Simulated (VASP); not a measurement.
Input of a VASP 6.6.1 run:

Contents of INCAR:

```
PREC = Accurate
ENCUT = 600
EDIFF = 1E-6
ISMEAR = -1
SIGMA = 0.05
LREAL = F
LASPH = T
NELM = 60
ALGO = Normal
ISIF = 3
LWAVE = F
LCHARG = F
LMAXMIX = 4
LDAU = T
LDAUTYPE = 2
LDAUL = -1 -1 2
LDAUU = 0 0 3
LDAUJ = 0 0 0
LDAUPRINT = 1
GGA = PE
IBRION = 2
NSW = 60
EDIFFG = -0.01
```

File KPOINTS:

```
Automatic mesh
0
Gamma
  5 5 5
```

POSCAR

```
SrB3Pt
1.0
    4.5405600000      0.0000000000      0.0000000000
    0.0000000000      4.5405600000      0.0000000000
    0.0000000000      0.0000000000      4.5405600000
Sr B Pt
1 3 1
Direct
    0.0000000000      0.0000000000      0.0000000000
    0.5000000000      0.0000000000      0.0000000000
    0.0000000000      0.5000000000      0.0000000000
    0.0000000000      0.0000000000      0.5000000000
    0.5000000000      0.5000000000      0.5000000000
```

Potentials or basis: VASP PAW PBE potentials, release 64 (Sr_sv, B, Pt).

The run is started by

```console
$ cat potpaw_PBE.64/Sr_sv/POTCAR potpaw_PBE.64/B/POTCAR potpaw_PBE.64/Pt/POTCAR > POTCAR
$ mpirun -np 1 vasp_std > vasp.out
```

Q: Predict the band gap on the k mesh.

A: None (metal or under the smearing width).

Q: Estimate the relaxed cell.

A: a = 4.685 Å, b = 4.685 Å, c = 4.685 Å, α = 90.00°, β = 90.00°, γ = 90.00°.

Step by step:
```tsv
step	energy change (eV)	largest force (eV/Å)	pressure (GPa)	volume (Å³)
1	0.0000	0.0000	0.97	93.61
2	-0.0091	0.0000	0.83	95.16
3	-0.0266	0.0000	0.37	99.90
4	-0.0144	0.0000	-0.80	109.86
5	-0.0307	0.0000	0.05	102.80
```

Caveat: U without spin polarisation on a metal has little footing; the U is typed as a test and isn't derived for this compound. Spin-orbit coupling is left out, which matters for the levels of Pt.
